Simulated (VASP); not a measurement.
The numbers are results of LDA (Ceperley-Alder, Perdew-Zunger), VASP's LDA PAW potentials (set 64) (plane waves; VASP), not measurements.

A VASP calculation is set up with these files.

File POSCAR:
```
Bi2Te3
1
   10.2416820000    -2.1900000000     0.0000000000
   10.2416820000     2.1900000000     0.0000000000
    9.7733890000     0.0000000000     3.7641740000
Bi Te
2 3
Direct
  0.4000000000   0.4000000000   0.4000000000
  0.6000000000   0.6000000000   0.6000000000
  0.0000000000   0.0000000000   0.0000000000
  0.2100000000   0.2100000000   0.2100000000
  0.7900000000   0.7900000000   0.7900000000
```

### KPOINTS
```
Automatic mesh
0
Gamma
7 7 7
0 0 0
```

INCAR:
```
# general
SYSTEM   =  Bi2Te3
PREC     =  Accurate
ENCUT    =  300
LREAL    =  F
LASPH    =  T

# electronic loop
EDIFF    =  1E-6
NELM     =  100
ALGO     =  Normal
LMAXMIX  =  4

# smearing
ISMEAR   =  -1
SIGMA    =  0.02

# ions
ISIF     =  2

# output
LWAVE    =  F
LCHARG   =  F
```

POTCAR, in this order: Bi_d Te (LDA.64 set). Program: vasp_std.

Q: What will the output report for the number of irreducible k-points (NKPTS), largest plane-wave count, number of space-group operations, FFT grid (NGX, NGY, NGZ)?

A: 
```
Item                                           Value
--------------------------------------  ------------
number of irreducible k-points (NKPTS)            44
largest plane-wave count                        2014
number of space-group operations                  12
FFT grid (NGX, NGY, NGZ)                60 × 60 × 60
```

The structure is a typed Bi2Te3 crystal. The cell was not relaxed at this level. The run is one of a series of settings (KPOINTS 7×7×7 Γ-centred mesh against the base run), some of them coarse on purpose.
